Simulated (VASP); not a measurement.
Given:

```yaml
crystal:
  lattice:
    - [3.09846, 0.00000, 0.00000]
    - [-1.54923, 2.68334, 0.00000]
    - [0.00000, 0.00000, 5.18405]
  atoms:
    - { symbol: Co, position: [0.33333, 0.66667, 0.00206], spin: 2.2 }
    - { symbol: Co, position: [0.66667, 0.33333, 0.50206], spin: 2.2 }
    - { symbol: O, position: [0.33333, 0.66667, 0.37294], spin: 0.3 }
    - { symbol: O, position: [0.66667, 0.33333, 0.87294], spin: 0.3 }
```

Calculation: PBEsol GGA, VASP's PBE PAW potentials (set 64) (plane waves; VASP 6.6.1). Numerical set-up: 520 eV cut-off, 13×13×7 Γ-centred mesh, tetrahedra with Blöchl corrections, potentials Co O.

The moments were started parallel, and other spin orders were not tried in this run. For a metal the tetrahedron method with Blöchl corrections gives inexact stress and forces.

**Question.** Give the force on each atom (eV/Å).

**Answer.** 
```
atom     Fx     Fy      Fz
----  -----  -----  ------
Co1   0.000  0.000   0.054
Co2   0.000  0.000   0.054
O3    0.000  0.000  -0.054
O4    0.000  0.000  -0.054
```

**Question.** Give the stress tensor in GPa (positive for a compressed cell).

**Answer.** 
```
0.37  0.00  0.00
0.00  0.37  0.00
0.00  0.00  0.54
```
The pressure is its mean diagonal, 0.43 GPa.

The structure was generated: CoO was put into the wurtzite type (P6_3mc), which need not be its known phase. It was relaxed first.
